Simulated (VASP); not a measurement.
Input for VASP

**KPOINTS**
```
kpoints
0
Gamma
  13 13 5
```

**POSCAR**
```
NbSi
3.0051810
  0.9999999737   0.0000000000   0.0000000000
 -0.4999999869   0.8660254009   0.0000000000
  0.0000000000   0.0000000000   2.6718717896
Nb Si
2 2
Cart
  0.0000000000   0.0000000000   2.6718717896
  0.0000000000   0.0000000000   1.3359358948
 -0.0000005000   0.5773505559   0.6679679474
  0.5000004869   0.2886748449   2.0039038422
```

**INCAR**
```
ALGO = Normal
EDIFF = 1E-7
ENCUT = 400
GGA = PS
ISIF = 2
ISMEAR = -5
LASPH = .TRUE.
LCHARG = .TRUE.
LEFG = .TRUE.
LMAXMIX = 4
LORBIT = 11
LREAL = .FALSE.
LWAVE = .FALSE.
NEDOS = 601
NELM = 100
PREC = Accurate
SYSTEM = NbSi
```

POTCAR, in this order: Nb_sv Si (PBE.64 set). Program: vasp_std.

Write an equivalent input for Ansatz.

One equivalent input (not run):
Ansatz 0.2 input:
```yaml
crystal:
  lattice:
    - [3.0051809, 0.0000000, 0.0000000]
    - [-1.5025905, 2.6025631, 0.0000000]
    - [0.0000000, 0.0000000, 8.0294583]
  atoms:
    - { symbol: Nb, position: [0.0000000, 0.0000000, 1.0000000] }
    - { symbol: Nb, position: [0.0000000, 0.0000000, 0.5000000] }
    - { symbol: Si, position: [0.3333330, 0.6666670, 0.2500000] }
    - { symbol: Si, position: [0.6666670, 0.3333330, 0.7500000] }
kpoints:
  mp_grid: { grid: [13, 13, 5] }
hamiltonian:
  xc: pbesol
  pseudopotentials: { kind: paw }
scf:
  occupations: { method: tetrahedron }
  max_iter: 100
output: { forces: true, stress: true, eigenvalues: true }
```
The two are equivalent in intent, not identical: each code has its own PAW files, so the cut-off isn't converted (ENCUT is set for VASP's; basis.ecutwfc is left out, and Ansatz then takes the one that its files recommend); Ansatz stops its SCF on the density residual and VASP on the energy change (EDIFF); the field gradients of LEFG aren't asked of the other code.

The structure was generated: NbSi was put into the NiAs type type (P6_3/mmc), which need not be its known phase. It was relaxed first, which changed the volume by -38 %.
